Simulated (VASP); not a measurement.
Crystal: Ta.

```
Ta
1.0
    -1.65128    1.65128    1.65128
     1.65128   -1.65128    1.65128
     1.65128    1.65128   -1.65128
Ta
1
Direct
  0.00000 0.00000 0.00000
```

```yaml
Program: VASP 6.6.1
Task: relaxation of cell and atoms
Functional: PBE
Potentials_or_basis: VASP PAW PBE potentials, release 64 (Ta_pv)
Cutoff: 600 eV
k_mesh: 18 × 18 × 18
Occupations: gaussian, width 0.1 eV
Spin: no spin polarisation
```

At the start: pressure 3.1 GPa; volume 18.01 Å³/atom.

Q: Where does the relaxation end?

A: Over 3 steps the energy falls by 2.6 meV/atom and the volume is 18.29 Å³/atom (+1.6 %); space group Im-3m (No. 229, to 0.05 Å).

The path:
```
step  energy change (eV)  largest force (eV/Å)  pressure (GPa)  volume (Å³)
   1              0.0000                0.0000            3.08        18.01
   2              0.0103                0.0000           -6.29        18.93
   3             -0.0026                0.0000           -0.03        18.29
```

Final structure:
```cif
data_structure
_symmetry_space_group_name_H-M 'P 1'
_symmetry_Int_Tables_number 1
_cell_length_a 2.8749
_cell_length_b 2.8749
_cell_length_c 2.8749
_cell_angle_alpha 109.471
_cell_angle_beta 109.471
_cell_angle_gamma 109.471
_cell_volume 18.29
loop_
_atom_site_label
_atom_site_type_symbol
_atom_site_fract_x
_atom_site_fract_y
_atom_site_fract_z
_atom_site_occupancy
Ta1 Ta 0.00000 0.00000 0.00000 1
```
